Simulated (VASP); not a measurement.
Given:

```
CELL_PARAMETERS angstrom
     -1.50745     1.50745     1.50745
      1.50745    -1.50745     1.50745
      1.50745     1.50745    -1.50745
ATOMIC_POSITIONS crystal
  V  0.00000 0.00000 0.00000
```

Calculation: PBE GGA with D3 dispersion (zero damping), VASP's PBE PAW potentials (set 64) (plane waves; VASP). Numerical set-up: 520 eV cut-off, 17×17×17 Γ-centred mesh, first-order Methfessel-Paxton smearing of 0.10 eV, potentials V_sv.

Q: The job: V (bcc), 1 atom, PBE-D3 (zero damping), static run, 520 eV, 17×17×17 Γ-centred mesh. Roughly how much core time does it take on a busy server core?

A: About 10 core-seconds (one run on a shared machine, a rough figure). It had 165 irreducible k-points, 10 bands, up to 379 plane waves and 13 electronic steps.

The compound is V in the bcc structure. This cell is one point of a volume scan, at 1.06 of the reference volume.
